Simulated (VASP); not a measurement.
Calculation: PBEsol GGA, VASP's PBE PAW potentials (set 64) (plane waves; VASP).

The input files of a VASP run:

**KPOINTS**
```
K-points
0
Gamma
  8 8 2
```

POSCAR:
```
Hg4SSe3
1.0
  0.0000000000   3.0373936637   3.0373936637
  3.0373936637   0.0000000000   3.0373936637
 12.1549638986  12.1549638986  -0.0053892437
Hg Se S
4 3 1
direct
  0.0101112972   0.0101112972   0.9924165271
  0.0027663084   0.0027663084   0.2479252687
  0.9983772517   0.9983772517   0.5012170613
  0.9898207098   0.9898207098   0.7576344676
  0.2542799613   0.2542799613   0.0592900290
  0.2494093612   0.2494093612   0.3129429791
  0.2428296465   0.2428296465   0.5678777651
  0.2524054640   0.2524054640   0.8106959020
```

**INCAR**
```
! general
SYSTEM  = Hg4SSe3
PREC    = Accurate
ENCUT   = 400
LREAL   = .FALSE.
LASPH   = .TRUE.

! electronic loop
EDIFF   = 1E-6
NELM    = 100
ALGO    = Normal   ! blocked Davidson
LMAXMIX = 6

! smearing
ISMEAR  = 1
SIGMA   = 0.1   ! width (eV)

! functional
GGA     = PS

! ions
IBRION  = 2   ! conjugate gradients
NSW     = 60   ! most ionic steps
ISIF    = 3   ! ions, shape and volume
EDIFFG  = -0.02   ! ionic stop

! output
LWAVE   = .FALSE.
LCHARG  = .FALSE.
```

POTCAR, in this order: Hg Se S (PBE.64 set). Program: vasp_std.

The resulting files:

### OSZICAR
```
       N       E                     dE             d eps       ncg     rms          rms(c)
DAV:   1     0.459641924579E+03    0.45964E+03   -0.29215E+04  1720   0.122E+03
DAV:   2     0.895299245107E+01   -0.45069E+03   -0.43954E+03  1904   0.322E+02
DAV:   3    -0.205914861951E+02   -0.29544E+02   -0.29333E+02  2052   0.791E+01
DAV:   4    -0.210075939946E+02   -0.41611E+00   -0.41517E+00  1917   0.922E+00
DAV:   5    -0.210133755971E+02   -0.57816E-02   -0.57797E-02  2009   0.107E+00    0.168E+01
DAV:   6    -0.196861858988E+02    0.13272E+01   -0.33110E+00  2196   0.160E+01    0.128E+01
DAV:   7    -0.197043720913E+02   -0.18186E-01   -0.16781E+00  1804   0.585E+00    0.322E+00
DAV:   8    -0.196601636772E+02    0.44208E-01   -0.33332E-01  2088   0.443E+00    0.100E+00
DAV:   9    -0.196603739477E+02   -0.21027E-03   -0.29234E-02  1899   0.122E+00    0.244E-01
DAV:  10    -0.196604097049E+02   -0.35757E-04   -0.18816E-03  1897   0.188E-01    0.870E-02
DAV:  11    -0.196604063888E+02    0.33161E-05   -0.14600E-04  2096   0.578E-02    0.474E-02
DAV:  12    -0.196604183104E+02   -0.11922E-04   -0.51295E-05  1876   0.377E-02    0.219E-02
DAV:  13    -0.196604212141E+02   -0.29038E-05   -0.37418E-06  1610   0.102E-02    0.871E-03
DAV:  14    -0.196604218128E+02   -0.59869E-06   -0.10655E-06  1067   0.490E-03
   1 F= -.19660422E+02 E0= -.19660614E+02  d E =-.196604E+02
       N       E                     dE             d eps       ncg     rms          rms(c)
DAV:   1    -0.196648761911E+02   -0.44550E-02   -0.18571E-01  1744   0.263E+00    0.480E-01
DAV:   2    -0.196613626439E+02    0.35135E-02   -0.11511E-02  1816   0.886E-01    0.166E-01
DAV:   3    -0.196609874095E+02    0.37523E-03   -0.12069E-03  1942   0.201E-01    0.168E-01
DAV:   4    -0.196609035305E+02    0.83879E-04   -0.16112E-04  1862   0.709E-02    0.246E-02
DAV:   5    -0.196608759142E+02    0.27616E-04   -0.11064E-04  1942   0.890E-02    0.136E-02
DAV:   6    -0.196608759344E+02   -0.20204E-07   -0.11216E-05  1811   0.161E-02    0.686E-03
DAV:   7    -0.196608757914E+02    0.14301E-06   -0.29386E-07   974   0.284E-03
   2 F= -.19660876E+02 E0= -.19661065E+02  d E =-.453979E-03
       N       E                     dE             d eps       ncg     rms          rms(c)
DAV:   1    -0.196609923458E+02   -0.11641E-03   -0.48013E-03  1753   0.422E-01    0.762E-02
DAV:   2    -0.196609026289E+02    0.89717E-04   -0.29779E-04  1822   0.142E-01    0.267E-02
DAV:   3    -0.196608926250E+02    0.10004E-04   -0.31352E-05  1945   0.323E-02    0.271E-02
DAV:   4    -0.196608891873E+02    0.34377E-05   -0.41387E-06  1455   0.116E-02    0.402E-03
DAV:   5    -0.196608882089E+02    0.97831E-06   -0.29658E-06  1280   0.147E-02
   3 F= -.19660888E+02 E0= -.19661077E+02  d E =-.466396E-03
       N       E                     dE             d eps       ncg     rms          rms(c)
DAV:   1    -0.196613187248E+02   -0.42954E-03   -0.94763E-02  1720   0.141E+00    0.123E-01
DAV:   2    -0.196611326717E+02    0.18605E-03   -0.12474E-03  1989   0.243E-01    0.515E-02
DAV:   3    -0.196611084375E+02    0.24234E-04   -0.94764E-05  1940   0.559E-02    0.436E-02
DAV:   4    -0.196611036214E+02    0.48160E-05   -0.11006E-05  1965   0.169E-02    0.124E-02
DAV:   5    -0.196611028420E+02    0.77940E-06   -0.58748E-06  1898   0.185E-02
   4 F= -.19661103E+02 E0= -.19661287E+02  d E =-.214633E-03
       N       E                     dE             d eps       ncg     rms          rms(c)
DAV:   1    -0.196615698171E+02   -0.46620E-03   -0.16291E-01  1720   0.185E+00    0.160E-01
DAV:   2    -0.196612517658E+02    0.31805E-03   -0.21396E-03  1989   0.318E-01    0.678E-02
DAV:   3    -0.196612104217E+02    0.41344E-04   -0.16469E-04  1943   0.735E-02    0.573E-02
DAV:   4    -0.196612015244E+02    0.88973E-05   -0.18896E-05  1949   0.222E-02    0.166E-02
DAV:   5    -0.196611998229E+02    0.17015E-05   -0.10463E-05  1997   0.246E-02    0.612E-03
DAV:   6    -0.196612000953E+02   -0.27244E-06   -0.12314E-06   989   0.607E-03
   5 F= -.19661200E+02 E0= -.19661378E+02  d E =-.311886E-03
       N       E                     dE             d eps       ncg     rms          rms(c)
DAV:   1    -0.196615073013E+02   -0.30748E-03   -0.82252E-02  1720   0.132E+00    0.126E-01
DAV:   2    -0.196613236864E+02    0.18361E-03   -0.11651E-03  1955   0.234E-01    0.482E-02
DAV:   3    -0.196612912095E+02    0.32477E-04   -0.89840E-05  1954   0.539E-02    0.406E-02
DAV:   4    -0.196612804102E+02    0.10799E-04   -0.14684E-05  1921   0.211E-02    0.925E-03
DAV:   5    -0.196612785053E+02    0.19049E-05   -0.46959E-06  1784   0.159E-02    0.438E-03
DAV:   6    -0.196612783068E+02    0.19853E-06   -0.66076E-07   962   0.429E-03
   6 F= -.19661278E+02 E0= -.19661458E+02  d E =-.782114E-04
```

OUTCAR:
```
------------------------ aborting loop because EDIFF is reached ----------------------------------------
  FORCE on cell =-STRESS in cart. coord.  units (eV):
  Direction    XX          YY          ZZ          XY          YZ          ZX
  --------------------------------------------------------------------------------------
  Total       -0.0067468     -0.0067468     -0.0067468      0.0015559     -0.0015559     -0.0015559
  in kB       -0.0480899     -0.0480899     -0.0480899      0.0110900     -0.0110900     -0.0110900
  external PRESSURE =      -0.0480899 kB  Pullay stress =       0.0000000 kB
  volume of cell :      224.78
      direct lattice vectors                 reciprocal lattice vectors
     0.000000000  3.038339256  3.038339256    -0.164468463  0.164658706  0.164468463
     3.038339256  0.000000000  3.038339256     0.164658706 -0.164468463  0.164468463
    12.167431265 12.167431265 -0.014074240     0.041069555  0.041069555 -0.041069555
 POSITION                                       TOTAL-FORCE (eV/Angst)
 -----------------------------------------------------------------------------------
     12.10525     12.10525      0.04811         0.000470      0.000470     -0.000470
      3.01991      3.01991      0.01843        -0.001860     -0.001860      0.001860
      9.13775      9.13775      6.05395        -0.000214     -0.000214      0.000214
     12.22587     12.22587      6.00417         0.000015      0.000015     -0.000015
      1.48964      1.48964      1.54870        -0.002162     -0.002162      0.002162
      4.56851      4.56851      1.50816         0.000338      0.000338     -0.000338
      7.64608      7.64608      1.46894         0.010268      0.010268     -0.010268
     10.63359     10.63359      1.51977        -0.006855     -0.006855      0.006855
 -----------------------------------------------------------------------------------
    total drift:                                0.000231      0.000231     -0.000233
  FREE ENERGIE OF THE ION-ELECTRON SYSTEM (eV)
  ---------------------------------------------------
  free  energy   TOTEN  =       -19.6612783068 eV

  energy  without entropy=      -19.6618176305  energy(sigma->0) =      -19.66145808

 reached required accuracy - stopping structural energy minimisation
```
(Selected blocks of OUTCAR.)

### CONTCAR
```
Hg4SSe3
   1.00000000000000
     0.0000000000000172    3.0383392563008824    3.0383392563008482
     3.0383392563008824    0.0000000000000173    3.0383392563008482
    12.1674312651578234   12.1674312651578234   -0.0140742398541889
  Hg              Se              S
     4     3     1
Direct
     0.0102148188559658    0.0102148188559658    0.9923388858580221
     0.0036051443261833    0.0036051443261833    0.2472961417553625
     0.9974222833071847    0.9974222833071847    0.5019332875946075
     0.9898219109060239    0.9898219109060239    0.7576335667704811
     0.2549950918060740    0.2549950918060740    0.0587536811204476
     0.2489144868346039    0.2489144868346039    0.3133141348740489
     0.2430487645042039    0.2430487645042039    0.5677134265968465
     0.2519774995597551    0.2519774995597551    0.8110168753301820
```

The structure was generated: Hg4SSe3 was put into an ordered model structure (R3m), which need not be its known phase. This run relaxes it. Symmetry was kept, so distortions that lower it aren't found. The start is the result of an earlier pass.
